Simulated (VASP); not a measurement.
Method: PBE GGA, VASP's PBE PAW potentials (set 64) (plane waves; VASP).

The input files of a VASP run:

INCAR:
```
SYSTEM = ZnS
GGA = PE
SIGMA = 0.01   ! width (eV)
ALGO = Normal   ! blocked Davidson
LREAL = .False.
LEPSILON = .True.
EDIFF = 1E-8
LMAXMIX = 4   ! l cut-off of mixed one-centre charges
ISMEAR = 0   ! Gaussian
LASPH = .True.   ! aspherical one-centre terms
ENCUT = 300   ! plane-wave cut-off (eV)
ISIF = 2
PREC = Accurate
LWAVE = .False.
LCHARG = .False.
NELM = 100   ! most electronic steps
```

File KPOINTS:
```
Automatic mesh
0
Gamma
11 11 11
0 0 0
```

POSCAR:
```
ZnS
1
    0.0000000000     2.6936850000     2.6936850000
    2.6936850000     0.0000000000     2.6936850000
    2.6936850000     2.6936850000     0.0000000000
Zn S
1 1
Direct
  0.0000000000   0.0000000000   0.0000000000
  0.2500000000   0.2500000000   0.2500000000
```

POTCAR, in this order: Zn S (PBE.64 set). Program: vasp_std.

The run wrote:

OUTCAR:
```


 HEAD OF MICROSCOPIC STATIC DIELECTRIC TENSOR (INDEPENDENT PARTICLE, excluding Hartree and local field effects)
 ------------------------------------------------------
           6.299635     0.000000    -0.000000
           0.000000     6.299635     0.000000
          -0.000000     0.000000     6.299635
 ------------------------------------------------------

 MACROSCOPIC STATIC DIELECTRIC TENSOR (including local field effects in DFT)
 ------------------------------------------------------
           5.912973    -0.000000    -0.000000
          -0.000000     5.912973     0.000000
           0.000000     0.000000     5.912973
 ------------------------------------------------------

 PIEZOELECTRIC TENSOR (including local field effects)  for field in x, y, z        (e  Angst)
          XX          YY          ZZ          XY          YZ          ZX
  --------------------------------------------------------------------------------
  x     0.00000    -0.00000    -0.00000     0.00000    -1.64494     0.00000
  y    -0.00000    -0.00000    -0.00000    -0.00000     0.00000    -1.64494
  z    -0.00000    -0.00000     0.00000    -1.64494    -0.00000     0.00000

 PIEZOELECTRIC TENSOR (including local field effects)  for field in x, y, z        (C/m^2)
          XX          YY          ZZ          XY          YZ          ZX
  --------------------------------------------------------------------------------
  x     0.00000    -0.00000    -0.00000     0.00000    -0.67420     0.00000
  y    -0.00000    -0.00000    -0.00000    -0.00000     0.00000    -0.67420
  z    -0.00000    -0.00000     0.00000    -0.67420    -0.00000     0.00000

 BORN EFFECTIVE CHARGES (including local field effects) (in |e|, cummulative output)
 ---------------------------------------------------------------------------------
 ion    1
    1     1.99131     0.00000     0.00000
    2     0.00000     1.99131    -0.00000
    3    -0.00000    -0.00000     1.99131
 ion    2
    1    -1.99131     0.00000     0.00000
    2    -0.00000    -1.99131     0.00000
    3     0.00000     0.00000    -1.99131
```
(Selected blocks of OUTCAR.)

OUTCAR:
```
 val. band max:        2.1992514520   @ k =   0.0000   0.0000   0.0000

 cond. band min:       4.3466346923   @ k =   0.0000   0.0000   0.0000


 Fermi energy:         2.2919912057

 k-point     1 :       0.0000    0.0000    0.0000
  band No.  band energies     occupation
      1     -11.0131      2.00000
      2      -4.1608      2.00000
      3      -4.1607      2.00000
      4      -4.1607      2.00000
      5      -3.6484      2.00000
      6      -3.6484      2.00000
      7       2.1992      2.00000
      8       2.1992      2.00000
      9       2.1993      2.00000
     10       4.3466      0.00000
     11       8.5910      0.00000
     12       8.5910      0.00000
     13       8.5910      0.00000

 k-point     2 :       0.0909    0.0000    0.0000
  band No.  band energies     occupation
      1     -10.9494      2.00000
      2      -4.1617      2.00000
      3      -4.1490      2.00000
      4      -4.1490      2.00000
      5      -3.6496      2.00000
      6      -3.6496      2.00000
      7       1.5168      2.00000
      8       2.1161      2.00000
      9       2.1161      2.00000
     10       4.8787      0.00000
     11       8.5128      0.00000
     12       8.7350      0.00000
     13       8.7350      0.00000

 k-point     3 :       0.1818    0.0000    0.0000
  band No.  band energies     occupation
      1     -10.7708      2.00000
      2      -4.1522      2.00000
      3      -4.1188      2.00000
      4      -4.1188      2.00000
      5      -3.6502      2.00000
      6      -3.6502      2.00000
      7       0.2910      2.00000
      8       1.9084      2.00000
      9       1.9084      2.00000
     10       5.5304      0.00000
     11       8.6505      0.00000
     12       9.0493      0.00000
     13       9.0493      0.00000

 k-point     4 :       0.2727    0.0000    0.0000
  band No.  band energies     occupation
      1     -10.5169      2.00000
      2      -4.0953      2.00000
      3      -4.0837      2.00000
...
```

The dielectric response may not be converged in the k-mesh; for small gaps it tends to come out too large.

The structure comes from a computed database's ZnS entry; how it stands against other phases isn't given here. The cell was not relaxed at this level. The run is one of a series of settings (EDIFF = 1E-8, LEPSILON = .TRUE., KPOINTS 11×11×11 Γ-centred mesh against the base run), some of them coarse on purpose.
